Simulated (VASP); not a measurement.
All values below come from RPBE GGA, VASP's PBE PAW potentials (set 64) (plane waves; VASP).

The input files of a VASP run:

POSCAR:
```
Hf
1.0
  1.5950000000  -2.7626210000   0.0000000000
  1.5950000000   2.7626210000   0.0000000000
  0.0000000000   0.0000000000   5.0500000000
Hf
2
Direct
  0.3333330000   0.6666670000   0.2500000000
  0.6666670000   0.3333330000   0.7500000000
```

File KPOINTS:
```
Automatic mesh
0
Gamma
12 12 7
0 0 0
```

INCAR:
```
! general
SYSTEM  = Hf
PREC    = Accurate
ENCUT   = 520
LREAL   = .FALSE.
LASPH   = .TRUE.

! electronic loop
EDIFF   = 1E-6
NELM    = 100
ALGO    = Normal
LMAXMIX = 6

! smearing
ISMEAR  = 1
SIGMA   = 0.1

! functional
GGA     = RP

! ions
IBRION  = 2
NSW     = 60
ISIF    = 3
EDIFFG  = -0.01

! output
LWAVE   = .FALSE.
LCHARG  = .FALSE.
```

POTCAR, in this order: Hf_pv (PBE.64 set). Program: vasp_std.

Q: What will the output report for the number of irreducible k-points (NKPTS), largest plane-wave count, number of space-group operations, FFT grid (NGX, NGY, NGZ)?

A: 
```yaml
number of irreducible k-points (NKPTS): 76
largest_plane_wave_count: 1220
number_of_space_group_operations: 24
FFT grid (NGX, NGY, NGZ): 24 × 24 × 40
```

The compound is Hf in the hcp structure. This run relaxes it. Symmetry was kept, so distortions that lower it aren't found.
